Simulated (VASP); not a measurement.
An input for Quantum ESPRESSO's pw.x (written as the equivalent of a VASP run, and not itself run):

```
&CONTROL
  calculation = 'relax'
  pseudo_dir = './pseudo'
  outdir = './out'
  tprnfor = .true.
  tstress = .true.
  nstep = 30
  forc_conv_thr = 3.9e-05
/
&SYSTEM
  ibrav = 0
  nat = 4
  ntyp = 2
  ecutwfc = 84
  occupations = 'smearing'
  smearing = 'gaussian'
  degauss = 0.003675
  input_dft = 'pbesol'
/
&ELECTRONS
  conv_thr = 7.3e-10
  electron_maxstep = 100
/
&IONS
/
ATOMIC_SPECIES
  Pb 207.200 Pb.upf
  O 15.999 O.upf
CELL_PARAMETERS angstrom
     3.9897209    0.0000000    0.0000000
     0.0000000    3.9897209    0.0000000
     0.0000000    0.0000000    5.0319030
ATOMIC_POSITIONS crystal
  Pb   0.5000000  0.0000000  0.7642972
  Pb   0.0000000  0.5000000  0.2357028
  O    0.5000000  0.5000000  0.0000000
  O    0.0000000  0.0000000  0.0000000
K_POINTS automatic
  5 5 4 0 0 0
```

Problem. Translate this input to VASP (INCAR, KPOINTS, POSCAR, choice of POTCAR).

Solution. Several could match; the one computed here: 
File KPOINTS:
```
Automatic mesh
0
Gamma
 5 5 4
0 0 0
```

### INCAR
```
ALGO = Normal
EDIFF = 1E-8
EDIFFG = -0.001
ENCUT = 520
GGA = PS
IBRION = 1
ISIF = 2
ISMEAR = 0
LASPH = .TRUE.
LCHARG = .FALSE.
LMAXMIX = 4
LREAL = .FALSE.
LWAVE = .FALSE.
NELM = 100
NSW = 30
PREC = Accurate
SIGMA = 0.05
SYSTEM = PbO
```

### POSCAR
```
PbO
1.0
  3.9897209458   0.0000000000   0.0000000000
  0.0000000000   3.9897209458   0.0000000000
  0.0000000000   0.0000000000   5.0319030177
Pb O
2 2
Cart
  1.9948604729   0.0000000000   3.8458691360
  0.0000000000   1.9948604729   1.1860338817
  1.9948604729   1.9948604729   0.0000000000
  0.0000000000   0.0000000000   0.0000000000
```

POTCAR, in this order: Pb_d O (PBE.64 set). Program: vasp_std.

The two are equivalent in intent, not identical: the potentials are each code's own (VASP's PAW set, PseudoDojo norm-conserving files in pw.x), so ENCUT and ecutwfc are chosen apart and not converted; conv_thr bounds pw.x's estimated SCF error, while EDIFF bounds the energy change between steps; forc_conv_thr acts on force components and is met together with etot_conv_thr.

The compound is PbO in the litharge structure. This run relaxes the ions in a fixed cell. Symmetry was kept, so distortions that lower it aren't found. The start is the result of an earlier pass.
